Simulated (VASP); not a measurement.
Wanted: the native input for a VASP 6.6.1 run.

- Task: single point
- Functional: PBEsol
- Potentials or basis: VASP PAW PBE potentials, release 64 (Ti_sv, In_d, P)
- Cutoff: 350 eV
- k mesh: 2 × 2 × 2
- Occupations: gaussian, width 0.03 eV
- Spin: collinear spin, ferromagnetic start
- Starting moments: [1.0, 0.0, 0.0, 0.0, 0.0, 0.0, 0.0, 0.0, 0.0, 0.0, 0.0, 0.0, 0.0, 0.0, 0.0, 0.0, 0.0, 0.0, 0.0, 0.0, 0.0, 0.0, 0.0, 0.0] μB
- Hubbard terms: Ti d U = 3 eV
- Dq: 0
- Further INCAR settings: LREAL = Auto; ALGO = Normal; EDIFF = 1e-05; NBANDS = 130

The structure of TiIn11P12 (a cell with a defect) lies in POSCAR:

```
TiIn11P12
1.0
    0.0000000000      8.8030500000      8.8030500000
    5.8687000000      0.0000000000      5.8687000000
    5.8687000000      5.8687000000      0.0000000000
Ti In P
1 11 12
Direct
    0.0000000000      0.0000000000      0.0000000000
    0.0000000000      0.0000000000      0.5000000000
    0.0000000000      0.5000000000      0.0000000000
    0.0000000000      0.5000000000      0.5000000000
    0.3333330000      0.0000000000      0.0000000000
    0.3333330000      0.0000000000      0.5000000000
    0.3333330000      0.5000000000      0.0000000000
    0.3333330000      0.5000000000      0.5000000000
    0.6666670000      0.0000000000      0.0000000000
    0.6666670000      0.0000000000      0.5000000000
    0.6666670000      0.5000000000      0.0000000000
    0.6666670000      0.5000000000      0.5000000000
    0.0833333333      0.1250000000      0.1250000000
    0.0833333333      0.1250000000      0.6250000000
    0.0833333333      0.6250000000      0.1250000000
    0.0833333333      0.6250000000      0.6250000000
    0.4166663333      0.1250000000      0.1250000000
    0.4166663333      0.1250000000      0.6250000000
    0.4166663333      0.6250000000      0.1250000000
    0.4166663333      0.6250000000      0.6250000000
    0.7500003333      0.1250000000      0.1250000000
    0.7500003333      0.1250000000      0.6250000000
    0.7500003333      0.6250000000      0.1250000000
    0.7500003333      0.6250000000      0.6250000000
```

One way to write it, as run:

INCAR

```
ALGO = Normal
EDIFF = 1E-5
ENCUT = 350
GGA = PS
ISIF = 2
ISMEAR = 0
ISPIN = 2
KPAR = 2
LASPH = True
LCHARG = False
LDAU = True
LDAUJ = 0 0 0
LDAUL = 2 -1 -1
LDAUPRINT = 1
LDAUTYPE = 2
LDAUU = 3 0 0
LMAXMIX = 4
LORBIT = 11
LREAL = Auto
LWAVE = False
MAGMOM = 1 0 0 0 0 0 0 0 0 0 0 0 0 0 0 0 0 0 0 0 0 0 0 0
NBANDS = 130
NELM = 120
PREC = Accurate
SIGMA = 0.03
```

KPOINTS

```
k-points
0
Gamma
  2 2 2
```

Potentials or basis: VASP PAW PBE potentials, release 64 (Ti_sv, In_d, P).

Run with:

```console
$ cat potpaw_PBE.64/Ti_sv/POTCAR potpaw_PBE.64/In_d/POTCAR potpaw_PBE.64/P/POTCAR > POTCAR
$ mpirun -np 4 vasp_std > vasp.out
```

It gave:

```yaml
Pressure: -1.1 GPa
Largest_force: 0.907 eV/Å
Band_gap_on_the_k_mesh: none (metal or under the smearing width)
Net_moment: 0.02 μB per cell
Site_moments: Ti +0.03; In -0.01, +0.01, +0.00, -0.00; P +0.00, -0.00 μB
Valence_electrons_inside_the_program's_atomic_spheres: Ti 10.06; In 11.49, 11.50; P 2.51, 2.50, 2.52
```

Caveat: the k mesh is coarse (spacing up to 0.46 Å⁻¹), so the values aren't converged; the PAW data sets were made with another functional, which shifts forces and pressure a little; the U is typed as a test and isn't derived for this compound.

Run time: 6.7 min on 4 MPI ranks on Intel(R) Xeon(R) 6975P-C (Granite Rapids), with other jobs on the host, peak memory 0.56 GiB a rank.
